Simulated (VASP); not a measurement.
## Al3InAs4 (ordered alloy cell): computed properties

The numbers are results of PBEsol GGA, VASP's PBE PAW potentials (set 64) (plane waves; VASP), not measurements.

```yaml
space_group: P-43m (215)
cell: a = b = c = 5.7762 Å, α = β = γ = 90.00°
volume_per_atom: 24.09 Å³/atom
band gap (over mesh and band path): 1.30 eV
smallest direct gap (over mesh and band path): 1.30 eV
band_edge_character: direct, Γ to Γ
density: 4.27 g/cm³
```

```yaml
crystal:
  lattice:
    - [5.77617, 0.00000, 0.00000]
    - [0.00000, 5.77617, 0.00000]
    - [0.00000, 0.00000, 5.77617]
  atoms:
    - { symbol: In, position: [0.00000, 0.00000, 0.00000] }
    - { symbol: As, position: [0.26020, 0.26020, 0.26020] }
    - { symbol: As, position: [0.73980, 0.73980, 0.26020] }
    - { symbol: As, position: [0.73980, 0.26020, 0.73980] }
    - { symbol: As, position: [0.26020, 0.73980, 0.73980] }
    - { symbol: Al, position: [0.50000, 0.50000, 0.00000] }
    - { symbol: Al, position: [0.50000, 0.00000, 0.50000] }
    - { symbol: Al, position: [0.00000, 0.50000, 0.50000] }
```

Unless said otherwise, spin-orbit coupling is left out, though it shifts the bands of the heavy elements here.

The structure was generated: Al3InAs4 was put into an ordered model structure (P-43m), which need not be its known phase. It was relaxed first. Symmetry was kept, so distortions that lower it aren't found.
